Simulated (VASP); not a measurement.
Given:

```
CELL_PARAMETERS angstrom
      0.00000     2.71784     2.71784
      2.71784     0.00000     2.71784
      2.71784     2.71784     0.00000
ATOMIC_POSITIONS crystal
  Ce 0.00000 0.00000 0.00000
  O  0.25000 0.25000 0.25000
  O  0.75000 0.75000 0.75000
```

Computed with optB86b-vdW, VASP's PBE PAW potentials (set 64) (plane waves; VASP 6.6.1). Run with 520 eV cut-off, Gaussian smearing of 0.050 eV, potentials Ce O.

Problem. Give the energies of bands 7 to 15 at the high-symmetry points, in eV from the valence-band maximum.

Solution. 
```json
[
 {"band": "7", "Γ": "-3.79", "X": "-3.90", "U": "-3.24", "L": "-2.93", "W": "-2.91"},
 {"band": "8", "Γ": "-3.79", "X": "-1.20", "U": "-1.72", "L": "-2.93", "W": "-2.28"},
 {"band": "9", "Γ": "-3.79", "X": "-1.20", "U": "-1.39", "L": "-1.28", "W": "-1.05"},
 {"band": "10", "Γ": "-0.62", "X": "-0.77", "U": "-1.29", "L": "-1.21", "W": "-1.05"},
 {"band": "11", "Γ": "-0.62", "X": "-0.77", "U": "-0.75", "L": "-0.80", "W": "-0.72"},
 {"band": "12", "Γ": "-0.62", "X": "-0.61", "U": "-0.31", "L": "-0.80", "W": "-0.65"},
 {"band": "13", "Γ": "2.20", "X": "1.93", "U": "1.96", "L": "1.88", "W": "1.95"},
 {"band": "14", "Γ": "2.20", "X": "2.02", "U": "2.05", "L": "2.06", "W": "2.07"},
 {"band": "15", "Γ": "2.20", "X": "2.02", "U": "2.09", "L": "2.06", "W": "2.07"}
]
```

The gap is indirect, 1.88 eV, from the valence maximum at K-Γ at 0.29 to the conduction minimum at L.

The compound is CeO2 in the fluorite structure. It was relaxed first. The run is not spin-polarised, so no magnetic state was tried.
